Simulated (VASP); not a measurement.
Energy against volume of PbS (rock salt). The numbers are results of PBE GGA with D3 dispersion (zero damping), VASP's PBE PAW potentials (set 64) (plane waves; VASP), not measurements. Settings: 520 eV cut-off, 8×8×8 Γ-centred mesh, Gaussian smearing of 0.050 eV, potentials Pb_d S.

```tsv
V (Å³/atom)	E (eV/atom)
25.766	-4.58249
26.563	-4.58723
27.360	-4.58399
28.157	-4.57409
```

Fit these four points and predict the energy of the run at 24.969 Å³/atom.

A cubic in V^(−2/3), the third-order Birch-Murnaghan form, passes through the four points with V0 = 26.61 Å³/atom and B0 = 53 GPa, and gives -4.5682 eV/atom there. The run gave -4.5684 eV/atom, -0.2 meV/atom from the fit; all five points give B0 = 53 GPa.

The compound is PbS in the rock salt structure. It was relaxed first.
